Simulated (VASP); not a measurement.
Consider the following.

```
CsPbBr3
1.0
    8.58066     0.00000     0.00000
    0.00000    12.05709     0.00000
    0.00000     0.00000     8.22260
Cs Pb Br
4 4 12
Direct
  0.43984   0.25000   0.51945
  0.56016   0.75000   0.48055
  0.06016   0.75000   0.01945
  0.93984   0.25000   0.98055
  0.00000   0.50000   0.50000
  0.50000   0.50000   0.00000
  0.50000   0.00000   0.00000
  0.00000   0.00000   0.50000
  0.99374   0.75000   0.55967
  0.00626   0.25000   0.44033
  0.50626   0.25000   0.05967
  0.49374   0.75000   0.94033
  0.20102   0.03170   0.80279
  0.79898   0.96830   0.19721
  0.29898   0.96830   0.30279
  0.70102   0.03170   0.69721
  0.70102   0.46830   0.69721
  0.29898   0.53170   0.30279
  0.79898   0.53170   0.19721
  0.20102   0.46830   0.80279
```

The numbers are results of PBE GGA, VASP's PBE PAW potentials (set 64) (plane waves; VASP 6.6.1), not measurements. Run with LREAL = Auto, 300 eV cut-off, 2×1×2 Γ-centred mesh, Gaussian smearing of 0.010 eV, potentials Cs_sv Pb_d Br.

Unless said otherwise, spin-orbit coupling is left out, though it shifts the bands of the heavy elements here.

Question: Predict the energy per atom (σ→0), largest force, band gap (on the k-mesh) with the smallest direct gap where there is one.

Answer: 
* **band gap (on the k-mesh)**: 2.11 eV
* **smallest direct gap (on the k-mesh)**: 2.11 eV
* **energy per atom (σ→0)**: -3.163 eV/atom
* **largest force**: 0.170 eV/Å

The structure comes from a computed database's CsPbBr3 entry; how it stands against other phases isn't given here. The cell was not relaxed at this level. The k-mesh is coarse (spacing up to 0.52 per Å, 2π included), so the numbers may not be converged in it.
